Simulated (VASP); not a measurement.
The system is BeCr3.

```
CELL_PARAMETERS angstrom
3.51121 0.00000 0.00000
0.00000 3.51121 0.00000
0.00000 0.00000 3.51121
ATOMIC_POSITIONS crystal
Cr 0.50000 0.50000 0.00000
Cr 0.50000 0.00000 0.50000
Cr 0.00000 0.50000 0.50000
Be 0.00000 0.00000 0.00000
```

The cell comes from a database or a generator and needn't be the stable form of this composition.

| Item | Value |
| --- | --- |
| Program | VASP 6.6.1 |
| Task | relaxation of cell and atoms |
| Functional | PBEsol |
| Potentials or basis | VASP PAW PBE potentials, release 64 (Cr_pv, Be) |
| Cutoff | 600 eV |
| k mesh | 6 × 6 × 6 |
| Occupations | fermi-dirac, width 0.05 eV |
| Spin | collinear spin, ferromagnetic start |
| Starting moments | [3.0, 3.0, 3.0, 0.0] μB |
| Hubbard terms | Cr d U = 3 eV |

At the start: pressure 2.2 GPa; volume 10.82 Å³/atom.

Task: How do energy, volume and symmetry change on relaxing?

Result: Over 7 steps the energy falls by 309.5 meV/atom and the volume is 15.48 Å³/atom (+43.0 %); space group Pm-3m (No. 221, to 0.05 Å); moment 12.15 μB per cell.

Step by step:
| step | energy change (eV) | largest force (eV/Å) | pressure (GPa) | volume (Å³) |
| --- | --- | --- | --- | --- |
| 1 | 0.0000 | 0.0000 | 2.19 | 43.29 |
| 2 | 0.1103 | 0.0000 | 6.47 | 44.22 |
| 3 | -0.0616 | 0.0000 | 9.23 | 47.10 |
| 4 | -1.0108 | 0.0000 | 10.23 | 53.21 |
| 5 | -1.1941 | 0.0000 | -2.71 | 67.00 |
| 6 | -1.2339 | 0.0000 | -0.88 | 63.35 |
| 7 | -1.2381 | 0.0000 | 0.03 | 61.92 |

Final structure:
```xyz
4
Lattice="3.9562 0.0000 0.0000 0.0000 3.9562 0.0000 0.0000 0.0000 3.9562" Properties=species:S:1:pos:R:3 pbc="T T T"
Cr    1.9781    1.9781    0.0000
Cr    1.9781    0.0000    1.9781
Cr    0.0000    1.9781    1.9781
Be    0.0000    0.0000    0.0000
```

Caveat: the electronic state changed during the relaxation; the volume moved by over 15 % at a fixed basis, so the end points are rough; the PAW data sets were made with another functional, which shifts forces and pressure a little; the U is typed as a test and isn't derived for this compound.
